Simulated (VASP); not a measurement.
**CdCl₂ (space group P-4m2): computed properties**

Level of theory: LDA (Ceperley-Alder, Perdew-Zunger), VASP's LDA PAW potentials (set 64) (plane waves; VASP).

```
Property                                                                                                            Result
-----------------------------------------------  -------------------------------------------------------------------------
space group                                                                                                    P-4m2 (115)
cell                                             a = 3.947 Å, b = 3.947 Å, c = 4.946 Å, α = 90.00°, β = 90.00°, γ = 90.00°
volume per atom                                                                                              25.68 Å³/atom
band gap (over mesh and band path)                                                                                 2.67 eV
smallest direct gap (over mesh and band path)                                                                      2.67 eV
band-edge character without spin-orbit coupling                                                             direct, Γ to Γ
band gap with spin-orbit coupling                                                                                  2.63 eV
density                                                                                                         3.95 g/cm³
optical Γ-point spectrum                                                                  54 (×2), 229, 235, 261 (×2) cm⁻¹
```

```yaml
crystal:
  lattice:
    - [3.94662, 0.00000, 0.00000]
    - [0.00000, 3.94662, 0.00000]
    - [0.00000, 0.00000, 4.94575]
  atoms:
    - { symbol: Cd, position: [0.50000, 0.50000, 0.50000] }
    - { symbol: Cl, position: [0.00000, 0.50000, 0.20851] }
    - { symbol: Cl, position: [0.50000, 0.00000, 0.79149] }
```

The structure comes from a computed database's CdCl2 entry (P-4m2); how it stands against other phases isn't given here. It was relaxed first, which changed the volume by -13 %. Symmetry was kept, so distortions that lower it aren't found.
